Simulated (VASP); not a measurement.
Runs of VASP 6.6.1 on Br2Zn. The cell holds a molecule in a box, 3 atoms: a = 11.000 Å, b = 13.000 Å, c = 11.000 Å, α = 90.00°, β = 90.00°, γ = 90.00°. 

```csv
task,level,cell,grid for exact exchange (PRECFOCK),exchange at q = 0,gap on the mesh (eV),largest force (eV/Å)
single point,B3LYP+TS,as given,Fast,truncated,(a),0.03
single point,SCAN,as given,-,-,5.00,(b)
relaxation of the atoms,SCAN+D3(BJ),atoms relaxed,-,-,5.23,-
single point,BEEF-vdW,as given,-,-,4.39,0.09
```

Alike in all rows: potentials or basis VASP PAW PBE potentials, release 64 (Br, Zn); no spin polarisation; k mesh 1 × 1 × 1; cutoff (eV) 520; smearing gaussian 0.01 eV.

Task: Fill in the values left out.

Result: (a) 6.01; (b) 0.51.

Caveats: the PAW data sets were made with another functional, which shifts forces and pressure a little.

A k mesh can miss the band edges, and the runs leave out spin-orbit coupling on Br.

Runs at the PBE level aren't shown here.
